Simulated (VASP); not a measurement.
# BaIrPt3 (Pm-3m) in VASP: a series of runs

The runs below take BaIrPt3 through single point, with r2SCAN.

All numbers are computed with VASP 6.6.1; they aren't measurements. Logs are shortened: lines on timing, memory, paths and dates and some standing lists are left out, and cuts for length are marked.

## (1) The crystal as given

Symmetry: Pm-3m, No. 221, cubic system. The conventional cell has a = 4.460 Å, b = 4.460 Å, c = 4.460 Å, α = 90.00°, β = 90.00°, γ = 90.00°. Around Ir (site symmetry m-3m) lie 6 Pt at 2.23 Å. Around Ba (site symmetry m-3m) lie 12 Pt at 3.15 Å. Pt (site symmetry 4/mmm) is surrounded by 2 Ir at 2.23 Å.

The cell was built by a generator and needn't be a form met in nature.

## (2) Single point, r2SCAN

The input, POSCAR:

```
BaIrPt3
1.0
    4.4603196800      0.0000000000      0.0000000000
    0.0000000000      4.4603196800      0.0000000000
    0.0000000000      0.0000000000      4.4603196800
Ir Ba Pt
1 1 3
Direct
    0.0000000000      0.0000000000      0.0000000000
    0.5000000000      0.5000000000      0.5000000000
    0.5000000000      0.0000000000      0.0000000000
    0.0000000000      0.5000000000      0.0000000000
    0.0000000000      0.0000000000      0.5000000000
```

The input, INCAR.step1:

```
ALGO     = Normal         # electronic algorithm
EDIFF    = 1E-4           # SCF threshold, eV
ENCUT    = 520            # plane-wave cutoff, eV
GGA      = PE             # functional
ISMEAR   = -1             # smearing method
LASPH    = True           # aspherical terms in the spheres
LCHARG   = False          # write CHGCAR
LREAL    = False          # projectors in reciprocal space
LWAVE    = True           # write WAVECAR
NBANDS   = 32             # bands
NELM     = 100            # most SCF steps
PREC     = Accurate       # precision mode
SIGMA    = 0.1            # smearing width, eV
```

The input, INCAR.step2:

```
ALGO     = Normal         # electronic algorithm
EDIFF    = 1E-6           # SCF threshold, eV
ENCUT    = 520            # plane-wave cutoff, eV
ISIF     = 2              # what is computed and relaxed
ISMEAR   = -1             # smearing method
ISTART   = 1            
LASPH    = True           # aspherical terms in the spheres
LCHARG   = False          # write CHGCAR
LMIXTAU  = True         
LREAL    = False          # projectors in reciprocal space
LWAVE    = False          # write WAVECAR
METAGGA  = R2SCAN         # meta-GGA
NBANDS   = 32             # bands
NELM     = 100            # most SCF steps
PREC     = Accurate       # precision mode
SIGMA    = 0.1            # smearing width, eV
```

The input, KPOINTS:

```
k-points
0
Gamma
  4 4 4
```

Potentials or basis: VASP PAW PBE potentials, release 64 (Ir, Ba_sv, Pt).

Started as:

```sh
cat potpaw_PBE.64/Ir/POTCAR potpaw_PBE.64/Ba_sv/POTCAR potpaw_PBE.64/Pt/POTCAR > POTCAR
cp INCAR.step1 INCAR
mpirun -np 1 vasp_std > vasp.out
cp INCAR.step2 INCAR
mpirun -np 1 vasp_std > vasp.out
```

OUTCAR:

```text
EDIFF = 1E-6
   ENCUT = 520
   ISIF = 2
   ISMEAR = -1
   ISTART = 1
   LASPH = True
   LREAL = False
   METAGGA = R2SCAN
   NELM = 100
   PREC = Accurate

 ion  position               nearest neighbor table
   1  0.000  0.000  0.000-   3 2.23   4 2.23   5 2.23   5 2.23   4 2.23   3 2.23   2 3.86   2 3.86
                             2 3.86   2 3.86   2 3.86   2 3.86   2 3.86   2 3.86
   2  0.500  0.500  0.500-   3 3.15   4 3.15   5 3.15   3 3.15   4 3.15   3 3.15   5 3.15   3 3.15
                             4 3.15   5 3.15   4 3.15   5 3.15   1 3.86   1 3.86   1 3.86   1 3.86
   3  0.500  0.000  0.000-   1 2.23   1 2.23   4 3.15   5 3.15   2 3.15   5 3.15   2 3.15   4 3.15
                             2 3.15   2 3.15   4 3.15   5 3.15   5 3.15   4 3.15
   4  0.000  0.500  0.000-   1 2.23   1 2.23   3 3.15   5 3.15   2 3.15   5 3.15   2 3.15   3 3.15
                             5 3.15   5 3.15   2 3.15   3 3.15   2 3.15   3 3.15
   5  0.000  0.000  0.500-   1 2.23   1 2.23   3 3.15   4 3.15   2 3.15   3 3.15   4 3.15   2 3.15
                             4 3.15   4 3.15   2 3.15   3 3.15   3 3.15   2 3.15

  LATTYP: Found a simple cubic cell.
 ALAT       =     4.4603196800

  Lattice vectors:

 A1 = (   4.4603196800,   0.0000000000,   0.0000000000)
 A2 = (   0.0000000000,   4.4603196800,   0.0000000000)
 A3 = (   0.0000000000,   0.0000000000,   4.4603196800)

Analysis of symmetry for initial positions (statically):
=====================================================================
 Subroutine PRICEL returns:
 Original cell was already a primitive cell.

 Routine SETGRP: Setting up the symmetry group for a
 simple cubic supercell.

 Subroutine GETGRP returns: Found 48 space group operations
 (whereof 48 operations were pure point group operations)
 out of a pool of 48 trial point group operations.

The static configuration has the point symmetry O_h .

Analysis of symmetry for dynamics (positions and initial velocities):
=====================================================================
 Subroutine PRICEL returns:
 Original cell was already a primitive cell.

 Routine SETGRP: Setting up the symmetry group for a
 simple cubic supercell.

 Subroutine GETGRP returns: Found 48 space group operations
 (whereof 48 operations were pure point group operations)
 out of a pool of 48 trial point group operations.

The dynamic configuration has the point symmetry O_h .

 Subroutine INISYM returns: Found 48 space group operations
 (whereof 48 operations are pure point group operations),
 and found     1 'primitive' translations

----------------------------------------------------------------------------------------

                                     Primitive cell

  volume of cell :      88.7356

  direct lattice vectors                    reciprocal lattice vectors
     4.460319680  0.000000000  0.000000000     0.224199177  0.000000000  0.000000000
     0.000000000  4.460319680  0.000000000     0.000000000  0.224199177  0.000000000
     0.000000000  0.000000000  4.460319680     0.000000000  0.000000000  0.224199177

  length of vectors
     4.460319680  4.460319680  4.460319680     0.224199177  0.224199177  0.224199177

  position of ions in fractional coordinates (direct lattice)
     0.000000000  0.000000000  0.000000000
     0.500000000  0.500000000  0.500000000
     0.500000000  0.000000000  0.000000000
     0.000000000  0.500000000  0.000000000
     0.000000000  0.000000000  0.500000000

  ion indices of the primitive-cell ions
   primitive index   ion index
                 1           1
                 2           2
                 3           3
                 4           4
                 5           5

----------------------------------------------------------------------------------------

 KPOINTS: k-points

Automatic generation of k-mesh.
 Grid dimensions read from file:
 generate k-points for:    4    4    4

 Generating k-lattice:

  Cartesian coordinates                     Fractional coordinates (reciprocal lattice)
     0.056049794  0.000000000  0.000000000     0.250000000  0.000000000  0.000000000
     0.000000000  0.056049794  0.000000000     0.000000000  0.250000000  0.000000000
     0.000000000  0.000000000  0.056049794     0.000000000  0.000000000  0.250000000

  Length of vectors
     0.056049794  0.056049794  0.056049794

  Shift w.r.t. Gamma in fractional coordinates (k-lattice)
     0.000000000  0.000000000  0.000000000

 Subroutine IBZKPT returns following result:
 ===========================================

 Found     10 irreducible k-points:

 Following reciprocal coordinates:
            Coordinates               Weight
  0.000000  0.000000  0.000000      1.000000
  0.250000  0.000000  0.000000      6.000000
  0.500000  0.000000  0.000000      3.000000
  0.250000  0.250000  0.000000     12.000000
  0.500000  0.250000  0.000000     12.000000
  0.500000  0.500000  0.000000      3.000000
  0.250000  0.250000  0.250000      8.000000
  0.500000  0.250000  0.250000     12.000000
  0.500000  0.500000  0.250000      6.000000
  0.500000  0.500000  0.500000      1.000000
   k-points           NKPTS =     10   k-points in BZ     NKDIM =     10   number of bands    NBANDS=     32
   number of dos      NEDOS =    301   number of ions     NIONS =      5
   total plane-waves  NPLWV =  46656
   dimension x,y,z NGX =    36 NGY =   36 NGZ =   36
   dimension x,y,z NGXF=    72 NGYF=   72 NGZF=   72
   ions per type =               1   1   3
   NGX,Y,Z   is equivalent  to a cutoff of  13.42, 13.42, 13.42 a.u.
   NGXF,Y,Z  is equivalent  to a cutoff of  26.84, 26.84, 26.84 a.u.
 SYSTEM =  unknown system
   PREC   = accura    normal or accurate (medium, high low for compatibility)
   ISTART =      1    job   : 0-new  1-cont  2-samecut
   ICHARG =      0    charge: 1-file 2-atom 10-const
   ISPIN  =      1    spin polarized calculation?
   LNONCOLLINEAR =      F non collinear calculations
   LSORBIT =      F    spin-orbit coupling
   LASPH  =      T    aspherical Exc in radial PAW
   ENCUT  =  520.0 eV  38.22 Ry    6.18 a.u.   8.29  8.29  8.29*2*pi/ulx,y,z
   NELM   =    100;   NELMIN=  2; NELMDL=  0     # of ELM steps
   EDIFF  = 0.1E-05   stopping-criterion for ELM
   LREAL  =      F    real-space projection
   EDIFFG = 0.1E-04   stopping-criterion for IOM
   NSW    =      0    number of steps for IOM
   IBRION =     -1    ionic relax: 0-MD 1-quasi-New 2-CG
   NFREE  =      0    steps in history (QN), initial steepest desc. (CG)
   ISIF   =      2    stress and relaxation
   ISYM   =      2    0-nonsym 1-usesym 2-fastsym
   POTIM  = 0.5000    time-step for ionic-motion
   TEBEG  =    0.0;   TEEND  =   0.0 temperature during run
   PSTRESS=    0.0 pullay stress
   NELECT =      49.0000    total number of electrons
   NUPDOWN=      -1.0000    fix difference up-down
   EMIN   =  10.00;   EMAX   =-10.00  energy-range for DOS
   EFERMI =   0.00;   METHOD = LEGACY
   ISMEAR =    -1;   SIGMA  =   0.10  broadening in eV -4-tet -1-fermi 0-gaus
   EFERMI_NEDOS =   21; number of points for ismear=-14 and -15
   IALGO  =     38    algorithm
   IMIX   =      4    mixing-type and parameters
     AMIX     =   0.40;   BMIX     =  1.00
     AMIX_MAG =   1.60;   BMIX_MAG =  1.00
  volume/ion in A,a.u.               =      17.75       119.76
  Fermi-wavevector in a.u.,A,eV,Ry     =   1.343097  2.538086 24.543697  1.803911
  Thomas-Fermi vector in A             =   2.471199
   LORBIT       =      0    0 simple, 1 ext, 2 COOP (PROOUT), +10 PAW based schemes
   METAGGA = R2SCAN    functional components
   LHFCALC =     F    Hartree Fock is set to
   AEXX    =    0.0000 exact exchange contribution
   IVDW    =     0    specifies the selected vdW correction
   LEPSILON=     F    determine dielectric tensor
   LRPA    =     F    only Hartree local field effects (RPA)
 non-spin polarized calculation
  energy-cutoff  :      520.00
  volume of cell :       88.74
 maximum number of plane-waves:      2440
 NGX is ok and might be reduce to    36
   NGX = 17   NGY = 17   NGZ = 17

 number of electron      49.0000001 magnetization

 Free energy of the ion-electron system (eV)
  ---------------------------------------------------
  ext. energy  EPLUGINS =         0.00000000
  ---------------------------------------------------
  free energy    TOTEN  =      -227.06587242 eV

  energy without entropy =     -226.89136223  energy(sigma->0) =     -226.97861732

 E-fermi :   9.0014     XC(G=0): -13.2053

 val. band max:        8.9910420878   @ k =   0.0000   0.0000   0.0000
 cond. band min:       9.0089889357   @ k =   0.5000   0.5000   0.2500
 fundamental gap:      0.0179468479
 Fermi energy:         9.0014023264

 k-point     1 :       0.0000    0.0000    0.0000
  band No.  band energies     occupation
      1     -18.8860      2.00000
      2      -3.8521      2.00000
      3      -3.8521      2.00000
      4      -3.8521      2.00000
      5      -1.4104      2.00000
      6      -0.6942      2.00000
[... 24 lines left out ...]
     31      16.2668      0.00000
     32      16.2668      0.00000

 k-point     2 :       0.2500    0.0000    0.0000
  band No.  band energies     occupation
      1     -18.8690      2.00000
      2      -4.2747      2.00000
      3      -3.9086      2.00000
      4      -3.9086      2.00000
      5      -0.9707      2.00000
      6      -0.6716      2.00000
[... 24 lines left out ...]
     31      15.2784      0.00000
     32      15.2784      0.00000
[... 243 lines left out ...]
     31      12.7095      0.00000
     32      15.5064      0.00000

 k-point    10 :       0.5000    0.5000    0.5000
  band No.  band energies     occupation
      1     -18.8256      2.00000
      2      -4.1433      2.00000
      3      -4.1433      2.00000
      4      -4.1433      2.00000
      5       2.2550      2.00000
      6       2.2550      2.00000
[... 24 lines left out ...]
     31      12.8455      0.00000
     32      16.3475      0.00000

------------------------ aborting loop because EDIFF is reached ----------------------------------------

  FORCE on cell =-STRESS in cart. coord.  units (eV):
  Direction    XX          YY          ZZ          XY          YZ          ZX
  --------------------------------------------------------------------------------------
  -------------------------------------------------------------------------------------
  Total       40.1995042     40.1995042     40.1995042      0.0000000      0.0000000     -0.0000000
  in kB      725.8273343    725.8273343    725.8273343      0.0000000      0.0000000     -0.0000000
  external PRESSURE =     725.8273343 kB  Pullay stress =       0.0000000 kB

 VOLUME and BASIS-vectors are now :
 -----------------------------------------------------------------------------
  energy-cutoff  :      520.00
  volume of cell :       88.74
      direct lattice vectors                 reciprocal lattice vectors
     4.460319680  0.000000000  0.000000000     0.224199177  0.000000000  0.000000000
     0.000000000  4.460319680  0.000000000     0.000000000  0.224199177  0.000000000
     0.000000000  0.000000000  4.460319680     0.000000000  0.000000000  0.224199177

 POSITION                                       TOTAL-FORCE (eV/Angst)
 -----------------------------------------------------------------------------------
      0.00000      0.00000      0.00000         0.000000      0.000000      0.000000
      2.23016      2.23016      2.23016         0.000000      0.000000      0.000000
      2.23016      0.00000      0.00000         0.000000      0.000000      0.000000
      0.00000      2.23016      0.00000         0.000000      0.000000      0.000000
      0.00000      0.00000      2.23016         0.000000      0.000000      0.000000
 -----------------------------------------------------------------------------------
    total drift:                                0.000000      0.000000     -0.000000

  FREE ENERGIE OF THE ION-ELECTRON SYSTEM (eV)
  ---------------------------------------------------
  free  energy   TOTEN  =      -227.0658724193 eV

  energy  without entropy=     -226.8913622283  energy(sigma->0) =     -226.97861732
```

Wall time 58 s (1 thread of Intel Xeon 6975P-C (Granite Rapids), shared host); peak memory 0.23 GiB.

What came out:

* Free energy: -227.0659 eV
* Pressure: 72.6 GPa
* Band gap on the k mesh: none (metal or under the smearing width)

Caveat: a pressure of tens of GPa on the cell as given is suspect, and the run, the potentials or the cell itself is likely at fault; the PAW data sets were made with another functional, which shifts forces and pressure a little. The run has no spin-orbit coupling, so splittings on Ba, Ir, Pt are missing.

(Continued in part 2 of 2.)
